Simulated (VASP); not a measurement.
Energy against volume of InP (zinc blende). All values below come from LDA (Ceperley-Alder, Perdew-Zunger), VASP's LDA PAW potentials (set 64) (plane waves; VASP 6.6.1).

```
V (Å³/atom)  E (eV/atom)
-----------  -----------
23.253          -4.81332
23.995          -4.83058
24.738          -4.83605
25.480          -4.83159
26.222          -4.81872
```

### Question
Fit a third-order Birch-Murnaghan equation of state.

### Answer

The volume per atom is 24.75 Å³/atom. The bulk modulus is 71.1 GPa and the pressure derivative of the bulk modulus comes out as 4.63. The lattice constant a comes out as 5.829 Å.

Measured: bulk modulus 72.0 GPa at 0 K (computed value off by -1.2 %), as given by Daniel Mejia-Rodriguez et al., Physical Review B (2018), arXiv:1807.09216 [0 K value with the zero-point phonon effect removed]; a 5.858 Å at 0 K (computed value off by -0.5 %), as given by Daniel Mejia-Rodriguez et al., Physical Review B (2018), arXiv:1807.09216 [static lattice: zero-point anharmonic expansion removed].

The compound is InP in the zinc blende structure. It was relaxed first.
